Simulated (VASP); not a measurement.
# Ga24N23 (a cell with a defect) in VASP: notebook, part 2 of 2

VASP 6.6.1. Earlier steps stand in the parts before.

**3. Single point, HSE06**

Contents of POSCAR:

```
Ga24N23                                 
1.0
   -3.2177240000     -5.5732640000      5.2440550000
    6.4354500000      0.0000000000      5.2440550000
   -3.2177260000      5.5732640000      5.2440550000
  Ga              N             
    24    23
Direct
     0.8308046213377210    0.4978667681468923    0.6642286418128849
     0.6693565799733696    0.3311322943756188    0.0017840850469165
     0.0035642273929665    0.6670368630469552    0.3322106973409437
     0.6640318259206599    0.8353229365671964    0.5029588126854559
     0.9999664210979625    0.1657995434328182    0.8371882490591287
     0.1682378381236019    0.3364047184565184    0.4976222395449316
     0.4987106783722046    0.6706399903143668    0.8335408191752279
     0.8329121070584504    0.9985599268119234    0.1645723850787903
     0.3308724415654625    0.5000400948756228    0.1650433045202637
     0.3314636270747174    0.9980778042041454    0.6665133920098929
     0.1654190067055559    0.8325685480737943    0.9989682355346846
     0.4725743711998966    0.1396758252779570    0.3061493526660532
     0.6746345026566553    0.5407707785146610    0.3080215502158527
     0.4744978219208834    0.3418729566709193    0.7071257045952289
     0.8357116132295854    0.6701393434020777    0.9950022607893008
     0.4983800158963249    0.8315466991658995    0.1604044402448234
     0.8735475669318631    0.1415815832849469    0.5083885479211492
     0.0018621795714199    0.3350947984414747    0.1680107334823309
     0.3343636512295702    0.6690920107599158    0.5016113977752894
     0.6679494228621794    0.0015488662604041    0.8355462447830801
     0.1614735261152196    0.5028150254526366    0.8365691363010712
     0.1643894401968708    0.9939545266064373    0.3320138860503641
     0.0029932171432927    0.8286409867816061    0.6692257370145369
     0.3268032543996139    0.1656541696690293    0.9979656942316061
     0.4588434813560102    0.1236984670488340    0.7907474092238653
     0.7934385621453867    0.4580838079406171    0.1242459144649655
     0.4564150984400346    0.6243185694887337    0.2924340213138201
     0.7908147257962858    0.9578541325284881    0.6271065276682022
     0.9571275380997454    0.1259501005525380    0.2901585975555780
     0.2907111654219282    0.4606336687201963    0.6244637711772012
     0.6265976087087965    0.7927022419547655    0.9575245506242755
     0.1238664410421725    0.2937702106255525    0.9592050096175296
     0.1255754529597406    0.7910370671070740    0.4601562185402878
     0.9557142161907699    0.6228514009348458    0.7892410299521228
     0.2926389264445589    0.9598511184735943    0.1261940500888153
     0.7919734114601557    0.6269597087685718    0.4584716252850876
     0.6250112919432553    0.4591206465520637    0.7933812996606937
     0.9586932636906788    0.7918515695049688    0.1256159294987352
     0.6264500314003987    0.9564953122351502    0.2923098505974988
     0.9598586905631791    0.2920495406312917    0.6256450032800305
     0.1261102640032391    0.4593788821206133    0.2924579343871473
     0.4588676965015273    0.7932479570625470    0.6259257620148359
     0.7923017185092311    0.1259565520399714    0.9597640764748380
     0.2920957273996653    0.6258213279102227    0.9583134664360468
     0.2894347517371945    0.1257762075688834    0.4600377130306448
     0.1247582857920024    0.9592024706346849    0.7922424632267224
     0.4587128024179999    0.2936331410019760    0.1230028280012483
```

Contents of INCAR.step1:

```
SYSTEM = Ga24N23
  PREC = Normal
  ENCUT = 400
  EDIFF = 1E-5
  ISMEAR = 0
  SIGMA = 0.01
  LREAL = Auto
  LASPH = .TRUE.
  NELM = 80
  ALGO = Normal
  ISIF = 2
  LWAVE = .TRUE.
  NBANDS = 242
  ICORELEVEL = 1
  NELECT = 424.0
  GGA = PE
  LUSENCCL = .FALSE.
```

Contents of INCAR.step2:

```
SYSTEM = Ga24N23
  PREC = Normal
  ENCUT = 400
  EDIFF = 1E-6
  ISMEAR = 0
  SIGMA = 0.01
  LREAL = Auto
  LASPH = .TRUE.
  NELM = 80
  ALGO = Normal
  ISIF = 2
  LWAVE = .FALSE.
  LCHARG = .FALSE.
  GGA = PE
  LHFCALC = .TRUE.
  HFSCREEN = 0.2
  PRECFOCK = Fast
  NBANDS = 242
  ICORELEVEL = 1
  NELECT = 424.0
  ISTART = 1
  LUSENCCL = .FALSE.
```

Contents of KPOINTS:

```
Automatic mesh
0
G
  1 1 1
  0 0 0
```

Potentials or basis: VASP PAW PBE potentials, release 64 (Ga_d, N).

Run with:

```
$ cat potpaw_PBE.64/Ga_d/POTCAR potpaw_PBE.64/N/POTCAR > POTCAR
$ cp INCAR.step1 INCAR
$ mpirun -np 1 vasp_gam > vasp.out
$ cp INCAR.step2 INCAR
$ mpirun -np 1 vasp_gam > vasp.out
```

Run time: 13 min. Hardware: 1 × NVIDIA H100 80GB with 1 thread of AMD EPYC 7R13 (Zen 3), shared host; peak memory 1.3 GiB.

The run converged. Its results:

```yaml
Free_energy: -359.1144 eV
Largest_force: 0.472 eV/Å
Band_gap_on_the_k_mesh: 2.06 eV, direct
```

Forces on the atoms (eV/Å):
```
Ga   0.001  0.010  0.203
Ga   0.005 -0.041  0.023
Ga   0.010 -0.039  0.046
Ga  -0.037  0.017  0.017
Ga  -0.037  0.016  0.043
Ga   0.034  0.024  0.024
Ga   0.036  0.024  0.048
Ga  -0.021 -0.035 -0.016
Ga   0.041 -0.001 -0.008
Ga  -0.024  0.036 -0.011
Ga  -0.007 -0.001 -0.010
Ga   0.003 -0.002 -0.465
Ga   0.360 -0.232  0.186
Ga   0.019  0.430  0.193
Ga   0.027 -0.041 -0.011
Ga   0.057 -0.007 -0.074
Ga  -0.376 -0.205  0.189
Ga   0.020 -0.048  0.000
Ga   0.036  0.040 -0.003
Ga  -0.058  0.009 -0.002
Ga   0.032  0.046 -0.010
Ga  -0.032 -0.056 -0.073
Ga  -0.059  0.006 -0.013
Ga  -0.032  0.058 -0.071
N    0.162  0.025  0.076
N    0.058  0.176  0.020
N   -0.046 -0.192  0.081
N    0.133 -0.105  0.026
N   -0.119  0.096  0.084
N   -0.148 -0.031  0.014
N   -0.037  0.053  0.003
N   -0.054 -0.026 -0.003
N    0.029  0.000  0.000
N   -0.006 -0.024  0.009
N    0.013  0.019  0.056
N    0.027  0.007 -0.220
N    0.023  0.017 -0.232
N   -0.024 -0.008 -0.007
N    0.162  0.055  0.070
N   -0.046 -0.024 -0.232
N   -0.015 -0.014 -0.017
N   -0.007 -0.036 -0.018
N    0.022  0.046 -0.017
N    0.003  0.026 -0.014
N   -0.002 -0.133  0.070
N    0.025 -0.009 -0.014
N   -0.154  0.072  0.060
```

Levels at points of the mesh, in eV from the valence-band top:
| k point | band 209 | band 210 | band 211 | band 212 | band 213 | band 214 | band 215 | band 216 |
| --- | --- | --- | --- | --- | --- | --- | --- | --- |
| (0.00, 0.00, 0.00) | -0.83 | -0.03 | 0.00 | 0.00 | 2.06 | 3.89 | 5.03 | 5.31 |

Core levels (eV, on the scale of the bands):
| atom | levels |
| --- | --- |
| 1 Ga | 1s -10216.4, 2s -1249.8, 2p -1086.2, 3s -136.5, 3p -87.3 |
| 2 Ga | 1s -10216.3, 2s -1249.7, 2p -1086.1, 3s -136.4, 3p -87.2 |
| 3 Ga | 1s -10216.2, 2s -1249.6, 2p -1086.0, 3s -136.3, 3p -87.1 |
| 4 Ga | 1s -10216.3, 2s -1249.7, 2p -1086.1, 3s -136.4, 3p -87.2 |
| 5 Ga | 1s -10216.2, 2s -1249.6, 2p -1086.0, 3s -136.3, 3p -87.1 |
| 6 Ga | 1s -10216.3, 2s -1249.7, 2p -1086.1, 3s -136.4, 3p -87.2 |

Caveat: the cell is charged against a uniform background, so pressure and absolute levels hang on convention; the PAW data sets were made with another functional, which shifts forces and pressure a little.
